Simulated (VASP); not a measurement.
Calculation: PBE GGA, VASP's PBE PAW potentials (set 64) (plane waves; VASP).

The input files of a VASP run:

**KPOINTS**
```
Automatic mesh
0
Gamma
3 3 3
0 0 0
```

**INCAR**
```
# general
SYSTEM=CaO
PREC  =Accurate
ENCUT =520
LREAL =.FALSE.
LASPH =.TRUE.

# electronic loop
EDIFF =1E-6
NELM  =100
ALGO  =Normal

# smearing
ISMEAR=0
SIGMA =0.05

# functional
GGA   =PE

# ions
ISIF  =2

# output
LWAVE =.FALSE.
LCHARG=.FALSE.
```

POSCAR:
```
CaO
1
    0.0000000000     2.4050000000     2.4050000000
    2.4050000000     0.0000000000     2.4050000000
    2.4050000000     2.4050000000     0.0000000000
Ca O
1 1
Direct
  0.0000000000   0.0000000000   0.0000000000
  0.5000000000   0.5000000000   0.5000000000
```

POTCAR, in this order: Ca_sv O (PBE.64 set). Program: vasp_std.

The run wrote:

OUTCAR:
```
 ion  position               nearest neighbor table
   1  0.000  0.000  0.000-   2 2.40   2 2.40   2 2.40   2 2.40   2 2.40   2 2.40
   2  0.500  0.500  0.500-   1 2.40   1 2.40   1 2.40   1 2.40   1 2.40   1 2.40
  LATTYP: Found a face centered cubic cell.
 ALAT       =     4.8100000000
 Subroutine PRICEL returns:
 Original cell was already a primitive cell.
 Subroutine GETGRP returns: Found 48 space group operations
The static configuration has the point symmetry O_h .
The dynamic configuration has the point symmetry O_h .
 Subroutine INISYM returns: Found 48 space group operations
 Subroutine IBZKPT returns following result:
 Found      4 irreducible k-points:

 Following reciprocal coordinates:
            Coordinates               Weight
  0.000000  0.000000  0.000000      1.000000
  0.333333  0.000000  0.000000      8.000000
  0.333333  0.333333  0.000000      6.000000
 -0.333333  0.333333  0.000000     12.000000
   k-points           NKPTS =      4   k-points in BZ     NKDIM =      4   number of bands    NBANDS=     12
   number of dos      NEDOS =    301   number of ions     NIONS =      2
   total plane-waves  NPLWV =  21952
   dimension x,y,z NGX =    28 NGY =   28 NGZ =   28
   dimension x,y,z NGXF=    56 NGYF=   56 NGZF=   56
   ions per type =               1   1
   PREC   = accura    normal or accurate (medium, high low for compatibility)
   ISTART =      0    job   : 0-new  1-cont  2-samecut
   ICHARG =      2    charge: 1-file 2-atom 10-const
   ISPIN  =      1    spin polarized calculation?
   LNONCOLLINEAR =      F non collinear calculations
   LSORBIT =      F    spin-orbit coupling
   INIWAV =      1    electr: 0-lowe 1-rand  2-diag
   ENCUT  =  520.0 eV  38.22 Ry    6.18 a.u.   6.32  6.32  6.32*2*pi/ulx,y,z
   NELM   =    100;   NELMIN=  2; NELMDL= -5     # of ELM steps
   EDIFF  = 0.1E-05   stopping-criterion for ELM
   LREAL  =      F    real-space projection
   NLSPLINE    = F    spline interpolate recip. space projectors
   LMAXMIX     =    2 max onsite mixed and CHGCAR
   VOSKOWN=      0    Vosko Wilk Nusair interpolation
   EDIFFG = 0.1E-04   stopping-criterion for IOM
   NSW    =      0    number of steps for IOM
   NBLOCK =      1;   KBLOCK =      1    inner block; outer block
   IBRION =     -1    ionic relax: 0-MD 1-quasi-New 2-CG
   NFREE  =      0    steps in history (QN), initial steepest desc. (CG)
   ISIF   =      2    stress and relaxation
   ISYM   =      2    0-nonsym 1-usesym 2-fastsym
   TEIN   =    0.0    initial temperature
   TEBEG  =    0.0;   TEEND  =   0.0 temperature during run
   SMASS  =  -3.00    Nose mass-parameter (am)
   PSTRESS=    0.0 pullay stress
   NELECT =      16.0000    total number of electrons
   EFERMI =   0.00;   METHOD = LEGACY
   ISMEAR =     0;   SIGMA  =   0.05  broadening in eV -4-tet -1-fermi 0-gaus
   IALGO  =     38    algorithm
   LDIAG  =      T    sub-space diagonalisation (order eigenvalues)
   IMIX   =      4    mixing-type and parameters
     AMIX     =   0.40;   BMIX     =  1.00
     AMIX_MAG =   1.60;   BMIX_MAG =  1.00
     AMIN     =   0.10
   GGA     = PE    functional components
   VOSKOWN =     0    Vosko Wilk Nusair interpolation
   LHFCALC =     F    Hartree Fock is set to
   LHFONE  =     F    Hartree Fock one center treatment
   AEXX    =    0.0000 exact exchange contribution
   IVDW    =     0    specifies the selected vdW correction
   LEPSILON=     F    determine dielectric tensor
   LRPA    =     F    only Hartree local field effects (RPA)
  energy-cutoff  :      520.00
  volume of cell :       27.82
      direct lattice vectors                 reciprocal lattice vectors
     0.000000000  2.405000000  2.405000000    -0.207900208  0.207900208  0.207900208
     2.405000000  0.000000000  2.405000000     0.207900208 -0.207900208  0.207900208
     2.405000000  2.405000000  0.000000000     0.207900208  0.207900208 -0.207900208
 k-point     1 :   0.0000 0.0000 0.0000  plane waves:     725
...
```

OSZICAR:
```
       N       E                     dE             d eps       ncg     rms          rms(c)
DAV:   1     0.130794654439E+03    0.13079E+03   -0.89862E+03    96   0.142E+03
DAV:   2    -0.848525140852E+01   -0.13928E+03   -0.13267E+03   108   0.346E+02
DAV:   3    -0.142981672484E+02   -0.58129E+01   -0.57821E+01   124   0.740E+01
DAV:   4    -0.145062169229E+02   -0.20805E+00   -0.20794E+00   140   0.121E+01
DAV:   5    -0.145074648938E+02   -0.12480E-02   -0.12480E-02   112   0.117E+00    0.859E+00
DAV:   6    -0.128116144854E+02    0.16959E+01   -0.95183E+00   112   0.273E+01    0.357E+00
DAV:   7    -0.127722827491E+02    0.39332E-01   -0.69051E-01   116   0.820E+00    0.177E+00
DAV:   8    -0.127737185335E+02   -0.14358E-02   -0.83485E-02   104   0.334E+00    0.442E-01
DAV:   9    -0.127712340011E+02    0.24845E-02   -0.26671E-02   116   0.130E+00    0.135E-01
DAV:  10    -0.127717012969E+02   -0.46730E-03   -0.18985E-03   104   0.424E-01    0.210E-02
DAV:  11    -0.127717535360E+02   -0.52239E-04   -0.22006E-04   120   0.125E-01    0.234E-02
DAV:  12    -0.127717445338E+02    0.90022E-05   -0.28579E-05   112   0.599E-02    0.510E-03
DAV:  13    -0.127717441843E+02    0.34944E-06   -0.47402E-06   108   0.185E-02
   1 F= -.12771744E+02 E0= -.12771744E+02  d E =-.322022E-14
```

### OUTCAR
```
------------------------ aborting loop because EDIFF is reached ----------------------------------------
  FORCE on cell =-STRESS in cart. coord.  units (eV):
  Direction    XX          YY          ZZ          XY          YZ          ZX
  --------------------------------------------------------------------------------------
  Total        0.3881072      0.3881072      0.3881072     -0.0000000     -0.0000000      0.0000000
  in kB       22.3504870     22.3504870     22.3504870     -0.0000000     -0.0000000      0.0000000
  external PRESSURE =      22.3504870 kB  Pullay stress =       0.0000000 kB
  volume of cell :       27.82
      direct lattice vectors                 reciprocal lattice vectors
     0.000000000  2.405000000  2.405000000    -0.207900208  0.207900208  0.207900208
     2.405000000  0.000000000  2.405000000     0.207900208 -0.207900208  0.207900208
     2.405000000  2.405000000  0.000000000     0.207900208  0.207900208 -0.207900208
  FREE ENERGIE OF THE ION-ELECTRON SYSTEM (eV)
  ---------------------------------------------------
  free  energy   TOTEN  =       -12.7717441843 eV

  energy  without entropy=      -12.7717441843  energy(sigma->0) =      -12.77174418
```
(Selected blocks of OUTCAR.)

The compound is CaO in the rock salt structure. The cell was not relaxed at this level. The k-mesh is coarse (spacing up to 0.75 per Å, 2π included), so the numbers may not be converged in it. The run is one of a series of settings (KPOINTS 3×3×3 Γ-centred mesh against the base run), some of them coarse on purpose.
